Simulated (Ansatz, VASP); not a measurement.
## BeB2: VASP beside Ansatz

One calculation is typed for both programs; each brings its own data sets. How far apart do they land? The cell is taken from a series of runs on this material, whose earlier steps may have relaxed, scaled, displaced or heated it; both programs get it as it stands.

Main program and level: Ansatz 0.2.0; plane waves, with VASP 6.6.1 beside it; zone-centre phonons at PBEsol.

**1. Set-up**

Symmetry: P6/mmm, No. 191, hexagonal system. Conventional cell: a = 2.921 Å, b = 2.921 Å, c = 2.855 Å, α = 90.00°, β = 90.00°, γ = 120.00°. Be has 12 B at 2.21 Å nearest. Nearest to B lie 3 B at 1.69 Å and 6 Be at 2.21 Å. Farther neighbours are not listed.

As a file:

```
Be B
1.0
     2.92125    0.00000    0.00000
    -1.46063    2.52988    0.00000
     0.00000    0.00000    2.85538
Be B
1 2
Cartesian
  0.0000 0.0000 0.0000
  0.0000 1.6866 1.4277
  1.4606 0.8433 1.4277
```

**2. VASP: zone-centre phonons, PBEsol**

Second derivatives magnify differences that forces hide, and they need a tight electronic threshold.

Lines of VASP's logs that name or quote its potential files are left out, and so is its time.

The input, INCAR:

```
SYSTEM = BeB2
PREC = Accurate
ENCUT = 600
EDIFF = 1E-08
NELM = 120
ISMEAR = 1
SIGMA = 0.15
LREAL = .FALSE.
ALGO = Normal
GGA = PS
NBANDS = 10
LORBIT = 11
LWAVE = .FALSE.
LCHARG = .FALSE.
ISIF = 2
IBRION = 8
LASPH = .TRUE.
GGA_COMPAT = .FALSE.
KPAR = 2
```

The input, POSCAR:

```
BeB2
1.0
    2.9212526610      0.0000000000      0.0000000000
   -1.4606263305      2.5298790153      0.0000000000
    0.0000000000      0.0000000000      2.8553769829
Be B
1 2
Direct
    0.0000000000      0.0000000000      0.0000000000
    0.3333333333      0.6666666667      0.5000000000
    0.6666666667      0.3333333333      0.5000000000
```

The input, KPOINTS:

```
Automatic mesh
0
Gamma
15 15 16
0 0 0
```

Potentials, in the order of the species: Be and B (PBE family, release 64).

On the command line:

```sh
$ mpirun -np 2 vasp_std
```

Numbers of over 12 decimals in the logs are rounded to 6 here.

The log of the run:

```text
[banner, memory and clock lines left out]
running    2 mpi-ranks, on    1 nodes
 distrk:  each k-point on    1 cores,    2 groups
 distr:  one band on    1 cores,    1 groups

 POSCAR found type information on POSCAR BeB
 POSCAR found :  2 types and       3 ions
|                                                                             |
|               ----> ADVICE to this user running VASP <----                  |
|                                                                             |
|     You enforced a specific xc type in the INCAR file but a different       |
|     [... a line on the potential file left out ...]
|     I HOPE YOU KNOW WHAT YOU ARE DOING!                                     |
|                                                                             |

 LDA part: xc-table for (Slater+PW92), standard interpolation
 POSCAR, INCAR and KPOINTS ok, starting setup
 FFT: planning ... GRIDC
 FFT: planning ... GRID_SOFT
 FFT: planning ... GRID
 WAVECAR not read
 entering main loop
       N       E                     dE             d eps       ncg     rms          rms(c)
DAV:   1     0.709132638751E+01    0.70913E+01   -0.46014E+03  4868   0.809E+02
DAV:   2    -0.181858684146E+02   -0.25277E+02   -0.23873E+02  6456   0.140E+02
DAV:   3    -0.187928715229E+02   -0.60700E+00   -0.60452E+00  6534   0.181E+01
DAV:   4    -0.187943154155E+02   -0.14439E-02   -0.14434E-02  6738   0.879E-01
DAV:   5    -0.187943173722E+02   -0.19567E-05   -0.19567E-05  6192   0.277E-02    0.521E+00
DAV:   6    -0.179046923060E+02    0.88963E+00   -0.11825E+00  5526   0.584E+00    0.258E+00
DAV:   7    -0.177538672717E+02    0.15083E+00   -0.55928E-01  6058   0.405E+00    0.744E-01
DAV:   8    -0.177539216441E+02   -0.54372E-04   -0.29529E-02  5738   0.127E+00    0.199E-01
DAV:   9    -0.177522854228E+02    0.16362E-02   -0.53999E-03  5598   0.390E-01    0.264E-02
DAV:  10    -0.177523003010E+02   -0.14878E-04   -0.11595E-04  6168   0.912E-02    0.133E-02
DAV:  11    -0.177522957087E+02    0.45923E-05   -0.18392E-05  5606   0.242E-02    0.186E-03
DAV:  12    -0.177522956162E+02    0.92448E-07   -0.42237E-07  5958   0.529E-03    0.566E-04
DAV:  13    -0.177522956128E+02    0.34379E-08   -0.11814E-08  5084   0.712E-04
   1 F= -.17752296E+02 E0= -.17752228E+02  d E =-.202877E-03
 Linear response reoptimize wavefunctions to high precision
DAV:   1    -0.177522956087E+02    0.40765E-08   -0.71902E-10  5104   0.190E-04
DAV:   2    -0.177522956087E+02   -0.13472E-10   -0.14103E-11  3194   0.325E-05
 Linear response DOF=           4
 Linear response progress:
  Degree of freedom:   1/  4
       N       E                     dE             d eps       ncg     rms          rms(c)
RMM:   1    -0.757491356892E-02   -0.75749E-02    0.31768E-04 27176   0.542E-01
RMM:   2    -0.707357703237E-02    0.50134E-03   -0.15658E-04 18342   0.957E-02    0.582E-02
RMM:   3    -0.704456385863E-02    0.29013E-04   -0.50601E-05 18758   0.412E-02    0.307E-02
RMM:   4    -0.714383557131E-02   -0.99272E-04   -0.51702E-05 18322   0.412E-02    0.400E-03
RMM:   5    -0.715044688922E-02   -0.66113E-05   -0.39642E-07 19539   0.462E-03    0.187E-04
RMM:   6    -0.715061896194E-02   -0.17207E-06   -0.99974E-09 19392   0.398E-04    0.107E-04
RMM:   7    -0.715025024106E-02    0.36872E-06   -0.76750E-09 19980   0.115E-04    0.195E-05
RMM:   8    -0.715031642236E-02   -0.66181E-07   -0.78257E-09 20367   0.721E-05    0.148E-06
RMM:   9    -0.715031450508E-02    0.19173E-08   -0.93892E-09 20029   0.484E-05    0.440E-07
 first order change of Fermi-energy  -0.24738E-04
 force on displaced ion       1 direction 1 :  -2.726   0.000   0.000
 Linear response progress:
  Degree of freedom:   2/  4
       N       E                     dE             d eps       ncg     rms          rms(c)
RMM:   1    -0.836862585359E-02   -0.83686E-02    0.13170E-02 11089   0.648E-01
RMM:   2    -0.815745022834E-02    0.21118E-03   -0.16745E-04  7714   0.965E-02    0.735E-02
RMM:   3    -0.801635202665E-02    0.14110E-03   -0.15059E-04  7809   0.684E-02    0.337E-02
RMM:   4    -0.809168352010E-02   -0.75331E-04   -0.82400E-05  7795   0.504E-02    0.625E-03
RMM:   5    -0.810560037974E-02   -0.13917E-04   -0.65131E-07  8171   0.581E-03    0.244E-04
RMM:   6    -0.810577955117E-02   -0.17917E-06   -0.79499E-09  8100   0.527E-04    0.146E-04
RMM:   7    -0.810536280795E-02    0.41674E-06   -0.24276E-09  8237   0.135E-04    0.240E-05
RMM:   8    -0.810546214925E-02   -0.99341E-07   -0.23271E-09  8364   0.701E-05    0.219E-06
RMM:   9    -0.810545865295E-02    0.34963E-08   -0.23440E-09  8092   0.385E-05    0.765E-07
 first order change of Fermi-energy   0.38085E-03
 force on displaced ion       1 direction 3 :  -0.000   0.000  -1.279
 Linear response progress:
  Degree of freedom:   3/  4
       N       E                     dE             d eps       ncg     rms          rms(c)
RMM:   1    -0.498313848965E-01   -0.49831E-01   -0.26138E-03 48130   0.125E+00
RMM:   2    -0.468046813172E-01    0.30267E-02   -0.81399E-04 32903   0.228E-01    0.212E-01
RMM:   3    -0.466278648273E-01    0.17682E-03   -0.66286E-04 32235   0.159E-01    0.103E-01
RMM:   4    -0.474988989313E-01   -0.87103E-03   -0.46567E-04 32577   0.132E-01    0.128E-02
RMM:   5    -0.475252808453E-01   -0.26382E-04   -0.35756E-06 35213   0.109E-02    0.112E-03
RMM:   6    -0.475276824034E-01   -0.24016E-05   -0.16325E-08 34181   0.112E-03    0.442E-04
RMM:   7    -0.475263417311E-01    0.13407E-05    0.31871E-08 36166   0.509E-04    0.748E-05
RMM:   8    -0.475267705104E-01   -0.42878E-06   -0.24552E-08 36191   0.179E-04    0.251E-05
RMM:   9    -0.475265243106E-01    0.24620E-06    0.30945E-09 37291   0.142E-04    0.168E-06
RMM:  10    -0.475265231365E-01    0.11741E-08   -0.27037E-08 36297   0.116E-04    0.649E-07
 first order change of Fermi-energy  -0.39350E-04
 force on displaced ion       2 direction 1 : -16.561   0.001   0.000
 Linear response progress:
  Degree of freedom:   4/  4
       N       E                     dE             d eps       ncg     rms          rms(c)
RMM:   1    -0.395522755559E-01   -0.39552E-01    0.27231E-02 16384   0.107E+00
RMM:   2    -0.396415328859E-01   -0.89257E-04   -0.29552E-04 11764   0.143E-01    0.135E-01
RMM:   3    -0.394377816333E-01    0.20375E-03   -0.34749E-04 11514   0.114E-01    0.640E-02
RMM:   4    -0.397629122499E-01   -0.32513E-03   -0.23383E-04 12010   0.865E-02    0.118E-02
RMM:   5    -0.397426785229E-01    0.20234E-04   -0.19991E-06 12778   0.101E-02    0.125E-03
RMM:   6    -0.397450316535E-01   -0.23531E-05   -0.76026E-08 12702   0.140E-03    0.608E-04
RMM:   7    -0.397399268868E-01    0.51048E-05   -0.28415E-08 12520   0.518E-04    0.309E-05
RMM:   8    -0.397402217380E-01   -0.29485E-06   -0.26768E-08 13188   0.163E-04    0.106E-05
RMM:   9    -0.397402112385E-01    0.10500E-07   -0.28176E-08 13533   0.117E-04    0.167E-06
RMM:  10    -0.397402241793E-01   -0.12941E-07   -0.37520E-08 12888   0.110E-04    0.288E-07
RMM:  11    -0.397402230666E-01    0.11127E-08   -0.29164E-08 11110   0.109E-04    0.930E-08
 first order change of Fermi-energy  -0.50837E-03
 force on displaced ion       2 direction 3 :  -0.000   0.000  -8.339
 Linear response finished
```

From OUTCAR (step 2):

```text
ion  position               nearest neighbor table
   1  0.000  0.000  0.000-   2 2.21   3 2.21   2 2.21   3 2.21   3 2.21   3 2.21   2 2.21   2 2.21
                             3 2.21   3 2.21   2 2.21   2 2.21
   2  0.333  0.667  0.500-   3 1.69   3 1.69   3 1.69   1 2.21   1 2.21   1 2.21   1 2.21   1 2.21
                             1 2.21
   3  0.667  0.333  0.500-   2 1.69   2 1.69   2 1.69   1 2.21   1 2.21   1 2.21   1 2.21   1 2.21
                             1 2.21

  LATTYP: Found a hexagonal cell.
 ALAT       =     2.9212526610
 C/A-ratio  =     0.9774495103

 Subroutine GETGRP returns: Found 24 space group operations
 (whereof 24 operations were pure point group operations)

The static configuration has the point symmetry D_6h.

 Found    243 irreducible k-points:

   k-points           NKPTS =    243   k-points in BZ     NKDIM =    243   number of bands    NBANDS=     10

   dimension x,y,z NGX =    24 NGY =   24 NGZ =   24
   dimension x,y,z NGXF=    48 NGYF=   48 NGZF=   48

   ENCUT  =  600.0 eV  44.10 Ry    6.64 a.u.   5.83  5.83  5.70*2*pi/ulx,y,z

   NELECT =       8.0000    total number of electrons

 k-points in reciprocal lattice and weights: Automatic mesh
   0.00000000  0.00000000  0.00000000       0.000
   0.06666667  0.00000000  0.00000000       0.002
   0.13333333  0.00000000  0.00000000       0.002
   0.20000000  0.00000000  0.00000000       0.002
   0.26666667  0.00000000  0.00000000       0.002
   0.33333333  0.00000000  0.00000000       0.002
   0.40000000  0.00000000  0.00000000       0.002
   0.46666667  0.00000000  0.00000000       0.002
   0.06666667  0.06666667  0.00000000       0.002
[...]
0.33333333  0.26666667  0.50000000       0.003
   0.33333333  0.33333333  0.50000000       0.001

 average (electrostatic) potential at core
       1 -33.4074       2 -24.6557       3 -24.6557

  Total        0.0591642      0.0591642      0.0308562      0.0000000      0.0000000      0.0000000
  in kB        4.4919760      4.4919760      2.3427210      0.0000000      0.0000000      0.0000000
  external PRESSURE =       3.7755577 kB  Pullay stress =       0.0000000 kB

  energy-cutoff  :      600.00
  volume of cell :       21.10
      direct lattice vectors                 reciprocal lattice vectors
     2.921252661  0.000000000  0.000000000     0.342318901  0.197637910  0.000000000
    -1.460626331  2.529879015  0.000000000     0.000000000  0.395275819  0.000000000
     0.000000000  0.000000000  2.855376983     0.000000000  0.000000000  0.350216453

 POSITION                                       TOTAL-FORCE (eV/Angst)
 -----------------------------------------------------------------------------------
      0.00000      0.00000      0.00000        -0.000000      0.000000      0.000000
     -0.00000      1.68659      1.42769         0.000000     -0.000000      0.000000
      1.46063      0.84329      1.42769        -0.000000      0.000000     -0.000000
 -----------------------------------------------------------------------------------
    total drift:                                0.000000     -0.000000      0.000000

 Eigenvectors and eigenvalues of the dynamical matrix
 ----------------------------------------------------

   1 f  =   26.790078 THz   168.327024 2PiTHz  893.620810 cm-1   110.794810 meV
             X         Y         Z           dx          dy          dz
      0.000000  0.000000  0.000000    -0.000000   -0.000000    0.000000
     -0.000000  1.686586  1.427688    -0.000071    0.707107    0.000000
      1.460626  0.843293  1.427688     0.000071   -0.707107   -0.000000

   2 f  =   26.790078 THz   168.327024 2PiTHz  893.620810 cm-1   110.794810 meV
             X         Y         Z           dx          dy          dz
      0.000000  0.000000  0.000000     0.000000    0.000000   -0.000000
     -0.000000  1.686586  1.427688    -0.707107   -0.000071    0.000000
      1.460626  0.843293  1.427688     0.707107    0.000071    0.000000

   3 f  =   19.040957 THz   119.637862 2PiTHz  635.137964 cm-1    78.747036 meV
             X         Y         Z           dx          dy          dz
      0.000000  0.000000  0.000000    -0.000000   -0.000000    0.000000
     -0.000000  1.686586  1.427688     0.000000    0.000000   -0.707107
      1.460626  0.843293  1.427688     0.000000   -0.000000    0.707107

   4 f  =   10.247440 THz    64.386565 2PiTHz  341.817806 cm-1    42.379988 meV
             X         Y         Z           dx          dy          dz
      0.000000  0.000000  0.000000    -0.000114   -0.839068   -0.000000
     -0.000000  1.686586  1.427688     0.000052    0.384685    0.000000
      1.460626  0.843293  1.427688     0.000052    0.384685    0.000000

   5 f  =   10.247440 THz    64.386565 2PiTHz  341.817806 cm-1    42.379988 meV
             X         Y         Z           dx          dy          dz
      0.000000  0.000000  0.000000     0.839068   -0.000114    0.000000
     -0.000000  1.686586  1.427688    -0.384685    0.000052    0.000000
      1.460626  0.843293  1.427688    -0.384685    0.000052   -0.000000

   6 f  =    7.010894 THz    44.050743 2PiTHz  233.858235 cm-1    28.994713 meV
             X         Y         Z           dx          dy          dz
      0.000000  0.000000  0.000000     0.000000   -0.000000    0.840030
     -0.000000  1.686586  1.427688     0.000000   -0.000000   -0.383633
      1.460626  0.843293  1.427688     0.000000   -0.000000   -0.383633

   7 f/i=    0.001101 THz     0.006918 2PiTHz    0.036726 cm-1     0.004553 meV
             X         Y         Z           dx          dy          dz
      0.000000  0.000000  0.000000     0.000000   -0.000000    0.542540
     -0.000000  1.686586  1.427688     0.000000   -0.000000    0.593991
      1.460626  0.843293  1.427688     0.000000   -0.000000    0.593991

   8 f/i=    0.019755 THz     0.124122 2PiTHz    0.658941 cm-1     0.081698 meV
             X         Y         Z           dx          dy          dz
      0.000000  0.000000  0.000000    -0.540146   -0.064858    0.000000
     -0.000000  1.686586  1.427688    -0.589079   -0.070734    0.000000
      1.460626  0.843293  1.427688    -0.589079   -0.070734    0.000000

   9 f/i=    0.019755 THz     0.124122 2PiTHz    0.658941 cm-1     0.081698 meV
             X         Y         Z           dx          dy          dz
      0.000000  0.000000  0.000000    -0.064858    0.540146    0.000000
     -0.000000  1.686586  1.427688    -0.070734    0.589079    0.000000
      1.460626  0.843293  1.427688    -0.070734    0.589079    0.000000

 ELASTIC MODULI CONTR FROM IONIC RELAXATION (kBar)
 Direction    XX          YY          ZZ          XY          YZ          ZX
 --------------------------------------------------------------------------------
 XX        -475.8775    475.8775      0.0000     -0.0000     -0.0000      0.0000
 YY         475.8775   -475.8775      0.0000      0.0000      0.0000      0.0000
 ZZ           0.0000      0.0000      0.0000      0.0000      0.0000      0.0000
 XY          -0.0000      0.0000      0.0000   -475.8775     -0.0000      0.0000
 YZ          -0.0000      0.0000      0.0000     -0.0000     -0.0000      0.0000
 ZX           0.0000      0.0000      0.0000      0.0000      0.0000      0.0000
 --------------------------------------------------------------------------------
```

[end of part 1 of 2]

[Lines on the potential files, build, host, timing and source positions are cut from VASP's logs without a mark.]

[Logs are printed without paths, hosts, clocks, repeated set-up lines and the standing remarks that a program may print on its own settings, such as how far it seeks lower states.]

[Hosts, paths, dates, database ids (printed as entryN), source tags and the programs' standing remarks are cut or masked in the printed files.]
